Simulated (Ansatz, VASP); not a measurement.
# Cross-check of AlN between VASP and Ansatz, part 3 of 3

One calculation is typed for both programs; each brings its own data sets. How far apart do they land? The cell is taken from a series of runs on this material, whose earlier steps may have relaxed, scaled, displaced or heated it; both programs get it as it stands.

VASP 6.6.1 and Ansatz 0.2.0.

So far: Set-up; Ansatz: zone-centre phonons, PBE; VASP: zone-centre phonons, PBE.

## Step 3: VASP: zone-centre phonons, PBE (continued)

Level of this step: PBE; plane waves and PAW (Al, N) (VASP).

Numbers of over 12 decimals in the logs are rounded to 6 here.

Parts of OUTCAR (step 3):

```text
ion  position               nearest neighbor table
   1  0.333  0.667  0.999-   4 1.90   4 1.90   4 1.90   3 1.92   2 3.10   2 3.10   2 3.10   2 3.10
                             2 3.10   2 3.10
   2  0.667  0.333  0.499-   3 1.90   3 1.90   3 1.90   4 1.92   1 3.10   1 3.10   1 3.10   1 3.10
                             1 3.10   1 3.10
   3  0.333  0.667  0.381-   2 1.90   2 1.90   2 1.90   1 1.92
   4  0.667  0.333  0.881-   1 1.90   1 1.90   1 1.90   2 1.92

  LATTYP: Found a hexagonal cell.
 ALAT       =     3.1321754261
 C/A-ratio  =     1.6041724766

 Subroutine GETGRP returns: Found 12 space group operations
 (whereof  6 operations were pure point group operations)

The static configuration has the point symmetry C_3v.
 The point group associated with its full space group is C_6v.

 Found     36 irreducible k-points:

   k-points           NKPTS =     36   k-points in BZ     NKDIM =     36   number of bands    NBANDS=     14

   dimension x,y,z NGX =    28 NGY =   28 NGZ =   40
   dimension x,y,z NGXF=    56 NGYF=   56 NGZF=   80

   ENCUT  =  600.0 eV  44.10 Ry    6.64 a.u.   6.26  6.26 10.04*2*pi/ulx,y,z

   NELECT =      16.0000    total number of electrons

 k-points in reciprocal lattice and weights: Automatic mesh
   0.00000000  0.00000000  0.00000000       0.003
   0.11111111  0.00000000  0.00000000       0.019
   0.22222222  0.00000000  0.00000000       0.019
   0.33333333  0.00000000  0.00000000       0.019
   0.44444444  0.00000000  0.00000000       0.019
   0.11111111  0.11111111  0.00000000       0.019
   0.22222222  0.11111111  0.00000000       0.037
   0.33333333  0.11111111  0.00000000       0.037
   0.44444444  0.11111111  0.00000000       0.019
[...]
0.33333333  0.22222222  0.50000000       0.037
   0.33333333  0.33333333  0.50000000       0.006

 average (electrostatic) potential at core
       1 -71.9620       2 -71.9620       3 -60.1739       4 -60.1739

  Total       -0.2288133     -0.2288133     -0.2433786      0.0000000      0.0000000      0.0000000
  in kB       -8.5876036     -8.5876036     -9.1342533      0.0000000      0.0000000      0.0000000
[...]
3.132175426  0.000000000  0.000000000     0.319266920  0.184328842  0.000000000
    -1.566087714  2.712543488  0.000000000     0.000000000  0.368657684  0.000000000
     0.000000000  0.000000000  5.024549611     0.000000000  0.000000000  0.199022813

 POSITION                                       TOTAL-FORCE (eV/Angst)
 -----------------------------------------------------------------------------------
     -0.00000      1.80836      5.02117         0.000000      0.000000     -0.002681
      1.56609      0.90418      2.50889         0.000000     -0.000000     -0.002681
     -0.00000      1.80836      1.91271         0.000000     -0.000000      0.002681
      1.56609      0.90418      4.42499        -0.000000      0.000000      0.002681
 -----------------------------------------------------------------------------------
    total drift:                               -0.000000      0.000000      0.000511

 MACROSCOPIC STATIC DIELECTRIC TENSOR (including local field effects in DFT)
 ------------------------------------------------------
           4.479873    -0.000000     0.000000
          -0.000000     4.479873     0.000000
          -0.000000     0.000000     4.701926
 ------------------------------------------------------

 PIEZOELECTRIC TENSOR (including local field effects)  for field in x, y, z        (C/m^2)
          XX          YY          ZZ          XY          YZ          ZX
  --------------------------------------------------------------------------------
  x     0.00000    -0.00000     0.00000    -0.00000    -0.00000     0.34112
  y    -0.00000    -0.00000    -0.00000     0.00000     0.34112    -0.00000
  z     0.27114     0.27114    -0.42649    -0.00000     0.00000     0.00000

 BORN EFFECTIVE CHARGES (including local field effects) (in |e|, cummulative output)
 ---------------------------------------------------------------------------------
 ion    1
    1     2.51665    -0.00000    -0.00000
    2    -0.00000     2.51665     0.00000
    3     0.00000     0.00000     2.67541
 ion    2
    1     2.51665    -0.00000    -0.00000
    2    -0.00000     2.51665     0.00000
    3     0.00000     0.00000     2.67541
 ion    3
    1    -2.51665     0.00000     0.00000
    2     0.00000    -2.51665     0.00000
    3     0.00000    -0.00000    -2.67541
 ion    4
    1    -2.51665     0.00000    -0.00000
    2     0.00000    -2.51665     0.00000
    3     0.00000     0.00000    -2.67541

 Eigenvectors and eigenvalues of the dynamical matrix
 ----------------------------------------------------

   1 f  =   21.150630 THz   132.893329 2PiTHz  705.509081 cm-1    87.471938 meV
             X         Y         Z           dx          dy          dz
     -0.000000  1.808362  5.021165    -0.000000   -0.000000   -0.011415
      1.566088  0.904181  2.508890    -0.000000   -0.000000    0.011415
     -0.000000  1.808362  1.912713     0.000000    0.000000   -0.707015
      1.566088  0.904181  4.424988     0.000000    0.000000    0.707015

   2 f  =   19.382765 THz   121.785501 2PiTHz  646.539431 cm-1    80.160637 meV
             X         Y         Z           dx          dy          dz
     -0.000000  1.808362  5.021165    -0.355666    0.210431    0.000000
      1.566088  0.904181  2.508890    -0.355666    0.210431   -0.000000
     -0.000000  1.808362  1.912713     0.493819   -0.292170   -0.000000
      1.566088  0.904181  4.424988     0.493819   -0.292170   -0.000000

   3 f  =   19.382765 THz   121.785501 2PiTHz  646.539430 cm-1    80.160637 meV
             X         Y         Z           dx          dy          dz
     -0.000000  1.808362  5.021165    -0.210431   -0.355666    0.000000
      1.566088  0.904181  2.508890    -0.210431   -0.355666   -0.000000
     -0.000000  1.808362  1.912713     0.292170    0.493819   -0.000000
      1.566088  0.904181  4.424988     0.292170    0.493819   -0.000000

   4 f  =   19.002521 THz   119.396358 2PiTHz  633.855858 cm-1    78.588075 meV
             X         Y         Z           dx          dy          dz
     -0.000000  1.808362  5.021165    -0.326466    0.193155    0.000000
      1.566088  0.904181  2.508890     0.326466   -0.193155   -0.000000
     -0.000000  1.808362  1.912713    -0.513591    0.303868   -0.000000
      1.566088  0.904181  4.424988     0.513591   -0.303868   -0.000000

   5 f  =   19.002521 THz   119.396358 2PiTHz  633.855858 cm-1    78.588075 meV
             X         Y         Z           dx          dy          dz
     -0.000000  1.808362  5.021165     0.193155    0.326466   -0.000000
      1.566088  0.904181  2.508890    -0.193155   -0.326466   -0.000000
     -0.000000  1.808362  1.912713     0.303868    0.513591    0.000000
      1.566088  0.904181  4.424988    -0.303868   -0.513591    0.000000

   6 f  =   17.776137 THz   111.690761 2PiTHz  592.948098 cm-1    73.516161 meV
             X         Y         Z           dx          dy          dz
     -0.000000  1.808362  5.021165     0.000000    0.000000    0.413377
      1.566088  0.904181  2.508890    -0.000000   -0.000000    0.413377
     -0.000000  1.808362  1.912713     0.000000    0.000000   -0.573690
      1.566088  0.904181  4.424988    -0.000000   -0.000000   -0.573690

   7 f  =   16.021419 THz   100.665547 2PiTHz  534.417027 cm-1    66.259237 meV
             X         Y         Z           dx          dy          dz
     -0.000000  1.808362  5.021165     0.000000    0.000000    0.707015
      1.566088  0.904181  2.508890     0.000000    0.000000   -0.707015
     -0.000000  1.808362  1.912713    -0.000000   -0.000000   -0.011415
      1.566088  0.904181  4.424988    -0.000000   -0.000000    0.011415

   8 f  =    7.106995 THz    44.654566 2PiTHz  237.063833 cm-1    29.392156 meV
             X         Y         Z           dx          dy          dz
     -0.000000  1.808362  5.021165    -0.513591    0.303867   -0.000000
      1.566088  0.904181  2.508890     0.513591   -0.303867    0.000000
     -0.000000  1.808362  1.912713     0.326466   -0.193154    0.000000
      1.566088  0.904181  4.424988    -0.326466    0.193154    0.000000

   9 f  =    7.106995 THz    44.654566 2PiTHz  237.063833 cm-1    29.392156 meV
             X         Y         Z           dx          dy          dz
     -0.000000  1.808362  5.021165    -0.303867   -0.513591    0.000000
      1.566088  0.904181  2.508890     0.303867    0.513591   -0.000000
     -0.000000  1.808362  1.912713     0.193154    0.326466   -0.000000
      1.566088  0.904181  4.424988    -0.193154   -0.326466   -0.000000

  10 f/i=    0.001624 THz     0.010203 2PiTHz    0.054168 cm-1     0.006716 meV
             X         Y         Z           dx          dy          dz
     -0.000000  1.808362  5.021165    -0.155013   -0.552442   -0.000000
      1.566088  0.904181  2.508890    -0.155013   -0.552442   -0.000000
     -0.000000  1.808362  1.912713    -0.111646   -0.397887   -0.000000
      1.566088  0.904181  4.424988    -0.111646   -0.397887   -0.000000

  11 f/i=    0.001624 THz     0.010203 2PiTHz    0.054168 cm-1     0.006716 meV
             X         Y         Z           dx          dy          dz
     -0.000000  1.808362  5.021165    -0.552442    0.155013   -0.000000
      1.566088  0.904181  2.508890    -0.552442    0.155013   -0.000000
     -0.000000  1.808362  1.912713    -0.397887    0.111646   -0.000000
      1.566088  0.904181  4.424988    -0.397887    0.111646   -0.000000

  12 f/i=    0.002303 THz     0.014470 2PiTHz    0.076819 cm-1     0.009524 meV
             X         Y         Z           dx          dy          dz
     -0.000000  1.808362  5.021165    -0.000000   -0.000000    0.573690
      1.566088  0.904181  2.508890    -0.000000   -0.000000    0.573690
     -0.000000  1.808362  1.912713    -0.000000   -0.000000    0.413377
      1.566088  0.904181  4.424988    -0.000000   -0.000000    0.413377

 MACROSCOPIC STATIC DIELECTRIC TENSOR IONIC CONTRIBUTION
 ------------------------------------------------------
           3.789587    -0.000000    -0.000000
          -0.000000     3.789587     0.000000
          -0.000000     0.000000     5.091218
 ------------------------------------------------------

 ELASTIC MODULI CONTR FROM IONIC RELAXATION (kBar)
 Direction    XX          YY          ZZ          XY          YZ          ZX
 --------------------------------------------------------------------------------
 XX        -607.6097    297.2807    342.6640      0.0000      0.0000     -0.0000
 YY         297.2807   -607.6097    342.6640      0.0000     -0.0000      0.0000
 ZZ         342.6640    342.6640   -756.7365     -0.0000     -0.0000     -0.0000
 XY           0.0000      0.0000     -0.0000   -452.4452      0.0000     -0.0000
 YZ           0.0000     -0.0000     -0.0000      0.0000   -110.4344      0.0000
 ZX          -0.0000      0.0000     -0.0000     -0.0000      0.0000   -117.3173
 --------------------------------------------------------------------------------

 PIEZOELECTRIC TENSOR IONIC CONTR  for field in x, y, z        (C/m^2)
          XX          YY          ZZ          XY          YZ          ZX
  --------------------------------------------------------------------------------
  x    -0.00000     0.00000    -0.00000    -0.00000     0.00000    -0.62741
  y     0.00000    -0.00000     0.00000     0.00000    -0.60872     0.00000
  z    -0.83633    -0.83633     1.84695     0.00000     0.00000     0.00000
```

## Step 4: Differences

Known differences besides the potentials themselves: fixed occupations in Ansatz, narrow Gaussian smearing in VASP; VASP's response is taken on the typed mesh, Ansatz refines its own for the field response alone; the cutoff is 420 eV in Ansatz and 600 eV in VASP. Total energies have different zeros and are not compared.

Both answers:

| quantity | Ansatz | VASP | difference |
| --- | --- | --- | --- |
| ε∞ xx | 4.48 | 4.48 | +0.02 % |
| ε∞ yy | 4.48 | 4.48 | +0.02 % |
| ε∞ zz | 4.70 | 4.70 | +0.01 % |
| Born charge of Al1 (mean of the diagonal) (e) | 2.58 | 2.57 | +0.01 |
| Born charge of N3 (mean of the diagonal) (e) | -2.58 | -2.57 | -0.01 |
| optical mode 1 to 2 (cm⁻¹) | 236.4 | 237.1 | -0.28 % |
| optical mode 3 (cm⁻¹) | 534.4 | 534.4 | +0.00 % |
| optical mode 4 (cm⁻¹) | 592.0 | 592.9 | -0.17 % |
| optical mode 5 to 6 (cm⁻¹) | 632.2 | 633.9 | -0.25 % |
| optical mode 7 to 8 (cm⁻¹) | 645.3 | 646.5 | -0.19 % |
| optical mode 9 (cm⁻¹) | 702.8 | 705.5 | -0.39 % |

Modes are paired by rising frequency, not by their patterns, so a pair may set unlike modes beside each other; they are those without the splitting of longitudinal modes.

## Step 5: Outcome

| Property | Result |
| --- | --- |
| r.m.s. difference of the optical zone-centre modes, each program's sorted by frequency (zone-centre phonons, PBE) | 1.4 cm⁻¹ |

In words: The r.m.s. difference of the optical zone-centre modes, each program's sorted by frequency is 1.4 cm⁻¹ (zone-centre phonons, PBE). Such differences can come from data sets, numerical settings and the points named under the comparisons, not from the functional's error against experiment.

[Lines on the potential files, build, host, timing and source positions are cut from VASP's logs without a mark.]

[Logs are printed without paths, hosts, clocks, repeated set-up lines and the standing remarks that a program may print on its own settings, such as how far it seeks lower states.]

[Hosts, paths, dates, database ids (printed as entryN), source tags and the programs' standing remarks are cut or masked in the printed files.]
